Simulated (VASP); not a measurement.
An input for Quantum ESPRESSO's pw.x (written as the equivalent of a VASP run, and not itself run):

```
&CONTROL
  calculation = 'scf'
  pseudo_dir = './pseudo'
  outdir = './out'
  tprnfor = .true.
  tstress = .true.
/
&SYSTEM
  ibrav = 0
  nat = 4
  ntyp = 2
  ecutwfc = 102
  occupations = 'smearing'
  smearing = 'gaussian'
  degauss = 0.003675
  input_dft = 'pbe'
/
&ELECTRONS
  conv_thr = 7.3e-08
  electron_maxstep = 100
/
ATOMIC_SPECIES
  Cd 112.414 Cd.upf
  Te 127.600 Te.upf
CELL_PARAMETERS angstrom
     4.6713058    0.0000000    0.0000000
    -2.3356529    4.0454700    0.0000000
     0.0000000    0.0000000    7.6439655
ATOMIC_POSITIONS crystal
  Cd   0.3333330  0.6666670  0.0004640
  Cd   0.6666670  0.3333330  0.5004640
  Te   0.3333330  0.6666670  0.3745360
  Te   0.6666670  0.3333330  0.8745360
K_POINTS automatic
  5 5 3 0 0 0
```

Question: Write the VASP files for the same calculation (PBE).

Answer: This is not unique; one that fits is 
### KPOINTS
```
Automatic mesh
0
Gamma
5 5 3
0 0 0
```

POSCAR:
```
CdTe
1
    4.6713058479     0.0000000000     0.0000000000
   -2.3356529240     4.0454700223     0.0000000000
    0.0000000000     0.0000000000     7.6439655108
Cd Te
2 2
Direct
  0.3333330000   0.6666670000   0.0004640234
  0.6666670000   0.3333330000   0.5004640234
  0.3333330000   0.6666670000   0.3745359766
  0.6666670000   0.3333330000   0.8745359766
```

INCAR:
```
LCHARG = T
PREC = Accurate
SYSTEM = CdTe
LASPH = T   ! aspherical one-centre terms
LREAL = F   ! projection in real space or not
LMAXMIX = 4
ENCUT = 400   ! plane-wave cut-off (eV)
SIGMA = 0.05
EDIFF = 1E-6
ISMEAR = 0
LWAVE = F
NELM = 100
GGA = PE   ! PBE
ALGO = Normal   ! blocked Davidson
```

POTCAR, in this order: Cd Te (PBE.64 set). Program: vasp_std.

What does not carry over: the potentials are each code's own (VASP's PAW set, PseudoDojo norm-conserving files in pw.x), so ENCUT and ecutwfc are chosen apart and not converted; conv_thr bounds pw.x's estimated SCF error, while EDIFF bounds the energy change between steps.

The structure comes from a computed database's CdTe entry (P6_3mc); how it stands against other phases isn't given here. It was relaxed first.
